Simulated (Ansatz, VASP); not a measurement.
# SiO2 (Quartz) in two plane-wave programs, part 2 of 2

Wanted: the spread between two codes on one cell, functional and k mesh. Of the first pair: The cell is taken from a series of runs on this material, whose earlier steps may have relaxed, scaled, displaced or heated it; both programs get it as it stands.

VASP 6.6.1 and Ansatz 0.2.0.

So far: The structure; Ansatz: relaxation of cell and atoms, PBE, pair 1; VASP: relaxation of cell and atoms, PBE, pair 1; Comparison.

**5. Ansatz: relaxation of cell and atoms, PBE, pair 2**

Level of this step: Ansatz beside VASP: Kohn-Sham DFT, plane waves, PBE (Ansatz).

The relaxed volume is the usual yardstick between codes: in a stiff, nearly cubic crystal its relative difference is about their pressure difference at one cell divided by the bulk modulus. Its start cell is another than that of the pair before, and may be another structure of the material.

The two relaxations start from unlike cells of this crystal (the structure described is Ansatz's start), so only their ends are compared.

The input, input.yaml:

```yaml
crystal:
  lattice:
    - [4.9158, 0.0, 0.0]
    - [-2.4579, 4.2572076799, 0.0]
    - [0.0, 0.0, 5.4091]
  atoms:
    - { symbol: Si, position: [0.5303, 0.0, 0.3333333333] }
    - { symbol: Si, position: [0.0, 0.5303, 0.6666666667] }
    - { symbol: Si, position: [0.4697, 0.4697, 0.0] }
    - { symbol: O, position: [0.1462, 0.4142, 0.881] }
    - { symbol: O, position: [0.5858, 0.732, 0.2143333333] }
    - { symbol: O, position: [0.268, 0.8538, 0.5476666667] }
    - { symbol: O, position: [0.4142, 0.1462, 0.119] }
    - { symbol: O, position: [0.732, 0.5858, 0.7856666667] }
    - { symbol: O, position: [0.8538, 0.268, 0.4523333333] }
kpoints:
  mp_grid: { grid: [6, 6, 4] }
hamiltonian:
  xc: pbe
  pseudopotentials: { kind: paw, azcp: { folder: soft_1 } }
scf:
  occupations: { method: gaussian, width: 0.02 }
output:
  forces: true
  stress: true
  eigenvalues: true
  write_density: true
  write_potential: true
  elf: true
  volumetric_format: npy
relax:
  adjacent_minimum: "off"
  f_tol: 0.005
  max_steps: 80
  cell: { stress_tol: 0.05 }
```

On the command line:

```console
$ ansatz run input.yaml --threads 4 --pin off --max-ram 8192MiB --backend cpu --events-out ev --progress --plain --runs-dir out
```

Numbers of over 12 decimals in the logs are rounded to 6 here.

Output:

```text
[...]
Crystal: 9 atoms, lattice volume = 113.199 Å³
Basis set: ecut = 420 eV, 2209 PW (Γ), exchange–correlation on 72×72×80 points (8 copies of the dense FFT grid, shifted against one another)
Bands: 33, of which v1, the nominal top of the filled ones, is band 24 counted from 1 (23 counted from 0)
Symmetry: 6 space group operations
[...]
k-points: 24 of 144 (time reversal used)
[...]
- { symbol: Si, position: [0.476456, 0.476456, -1.2471847166850153e-19] }
    - { symbol: O, position: [0.158543, 0.414434, 0.872201] }
    - { symbol: O, position: [0.585566, 0.744108, 0.205535] }
    - { symbol: O, position: [0.255892, 0.841457, 0.538868] }
    - { symbol: O, position: [0.414434, 0.158543, 0.127799] }
    - { symbol: O, position: [0.744108, 0.585566, 0.794465] }
    - { symbol: O, position: [0.841457, 0.255892, 0.461132] }
[key lines of the parts left out:]
SCF converged after 4 iterations
Free energy (F): -5322.265495 eV
Fermi energy:    4.807325 eV
P = ⅓ Tr σ = -0.0008 GPa (-0.008 kbar)
```

**6. VASP: relaxation of cell and atoms, PBE, pair 2**

Its own start cell and the same functional, mesh and smearing now go to VASP, with its own data sets.

The input, INCAR:

```
SYSTEM = SiO2
PREC = Accurate
ENCUT = 600
EDIFF = 1E-07
NELM = 120
ISMEAR = 0
SIGMA = 0.02
LREAL = .FALSE.
ALGO = Normal
GGA = PE
NBANDS = 33
LORBIT = 11
LWAVE = .FALSE.
LCHARG = .FALSE.
ISIF = 3
IBRION = 2
NSW = 80
EDIFFG = -0.005
LASPH = .TRUE.
GGA_COMPAT = .FALSE.
NELMIN = 4
EFERMI = MIDGAP
KPAR = 2
```

The input, POSCAR:

```
SiO2
1.0
    5.0217158641      0.0000000000      0.0000000000
   -2.5108579321      4.3489338500      0.0000000000
    0.0000000000      0.0000000000      5.5120009251
Si O
3 6
Direct
    0.5234514530      0.0000000000      0.3333332717
    0.0000000280      0.5234513057      0.6666667283
    0.4765486050      0.4765484594      0.0000000000
    0.1592693039      0.4147578663      0.8716302595
    0.5852420062      0.7445112678      0.2049635312
    0.2554885724      0.8407306311      0.5382969878
    0.4147579414      0.1592693689      0.1283697405
    0.7445113202      0.5852418988      0.7950364688
    0.8407307384      0.2554887322      0.4617030122
```

The input, KPOINTS:

```
Automatic mesh
0
Gamma
6 6 4
0 0 0
```

The projector-augmented-wave data sets are Si and O (PBE family, release 64).

On the command line:

```console
$ mpirun -np 2 vasp_std
```

Output:

```text
[... set-up lines as in an earlier step ...]
 entering main loop
       N       E                     dE             d eps       ncg     rms          rms(c)
DAV:   1     0.308602887161E+03    0.30860E+03   -0.26675E+04  1584   0.149E+03
DAV:   2    -0.592400864048E+02   -0.36784E+03   -0.35520E+03  2044   0.323E+02
DAV:   3    -0.803434013728E+02   -0.21103E+02   -0.21010E+02  1991   0.818E+01
DAV:   4    -0.805934679054E+02   -0.25007E+00   -0.24977E+00  1984   0.987E+00
[...]
DAV:  13    -0.711687474725E+02   -0.22739E-05   -0.12790E-05  1944   0.199E-02    0.367E-03
DAV:  14    -0.711687480879E+02   -0.61536E-06   -0.54853E-07  1952   0.431E-03    0.756E-04
DAV:  15    -0.711687480883E+02   -0.47658E-09   -0.28316E-08  1392   0.102E-03
   1 F= -.71168748E+02 E0= -.71168748E+02  d E =-.711687E+02
[...]
N       E                     dE             d eps       ncg     rms          rms(c)
DAV:   1    -0.711690599084E+02   -0.31182E-03   -0.70546E-03  1821   0.570E-01    0.144E-01
[...]
DAV:   6    -0.711687434249E+02   -0.36882E-06   -0.29824E-08  1047   0.115E-03    0.183E-04
DAV:   7    -0.711687434569E+02   -0.32067E-07   -0.50599E-09   949   0.458E-04
   2 F= -.71168743E+02 E0= -.71168743E+02  d E =0.463141E-05
 trial-energy change:    0.000005  1 .order    0.000007   -0.000076    0.000089
 step:   0.4777(harm=  0.4601)  dis= 0.00004  next Energy=   -71.168766 (dE=-0.183E-04)
[...]
N       E                     dE             d eps       ncg     rms          rms(c)
DAV:   1    -0.711688558483E+02   -0.11242E-03   -0.19271E-03  1815   0.298E-01    0.753E-02
DAV:   2    -0.711687692266E+02    0.86622E-04   -0.31503E-04  1835   0.103E-01    0.129E-02
DAV:   3    -0.711687676681E+02    0.15585E-05   -0.98318E-06  1842   0.167E-02    0.740E-03
DAV:   4    -0.711687667240E+02    0.94415E-06   -0.76382E-07  1934   0.528E-03    0.232E-03
DAV:   5    -0.711687663954E+02    0.32858E-06   -0.11604E-07  1220   0.195E-03    0.851E-04
DAV:   6    -0.711687662131E+02    0.18232E-06   -0.20736E-08   858   0.959E-04    0.374E-04
DAV:   7    -0.711687661856E+02    0.27523E-07   -0.19929E-09   857   0.297E-04
   3 F= -.71168766E+02 E0= -.71168766E+02  d E =-.180972E-04
[...]
reached required accuracy - stopping structural energy minimisation
```

Parts of OUTCAR (step 6):

```text
  Total        0.0039468      0.0039468      0.0035537     -0.0000000      0.0000000      0.0000000
  in kB        0.0525575      0.0525575      0.0473226     -0.0000000      0.0000000      0.0000000
  external PRESSURE =       0.0508126 kB  Pullay stress =       0.0000000 kB

 POSITION                                       TOTAL-FORCE (eV/Angst)
 -----------------------------------------------------------------------------------
      2.62813      0.00000      1.83703        -0.002444     -0.000000      0.000000
     -1.31407      2.27603      3.67406         0.001222     -0.002116      0.000000
      1.19635      2.07213      5.51109         0.001222      0.002116      0.000000
     -0.24152      1.80344      4.80367        -0.002568     -0.003416      0.002397
      1.06935      3.23728      1.12961         0.004242     -0.000516      0.002397
     -0.82783      3.65560      2.96664        -0.001675      0.003932      0.002397
      1.68258      0.69256      0.70741        -0.001675     -0.003932     -0.002397
      2.26889      2.54472      4.38147        -0.002568      0.003416     -0.002397
      3.57976      1.11088      2.54444         0.004242      0.000516     -0.002397
 -----------------------------------------------------------------------------------
    total drift:                                0.002325     -0.000053      0.000450

  FREE ENERGIE OF THE ION-ELECTRON SYSTEM (eV)
  ---------------------------------------------------
  free  energy   TOTEN  =       -71.1687661856 eV

  energy  without entropy=      -71.1687661856  energy(sigma->0) =      -71.16876619

[... 2 parts as in an earlier step ...]

[... 2 further parts left out ...]
[key lines of the parts left out:]
E-fermi :   3.4719
```

**7. Comparison**

The two programs side by side:

```tsv
quantity	Ansatz	VASP	difference
volume (Å³)	120.27	120.31	-0.04 %
edge a after relaxation, in the typed setting (Å)	5.021	5.021	+0.00 %
edge c after relaxation, in the typed setting (Å)	5.509	5.511	-0.03 %
```

**8. Summary of results**

- difference in volume (relaxation of cell and atoms, PBE, pair 1): 0.14 %
- difference in volume (relaxation of cell and atoms, PBE, pair 2): -0.039 %

In words: The difference in volume is 0.14 % (relaxation of cell and atoms, PBE, pair 1), within the 1.2 % picked in this series as the mark of a large difference, as far as the stopping tolerances let one tell. How closely two codes agree says nothing of how well the functional describes the real material.

[Lines on the potential files, build, host, timing and source positions are cut from VASP's logs without a mark.]

[Logs are printed without paths, hosts, clocks, repeated set-up lines and the standing remarks that a program may print on its own settings, such as how far it seeks lower states.]

[Hosts, paths, dates, database ids (printed as entryN), source tags and the programs' standing remarks are cut or masked in the printed files.]
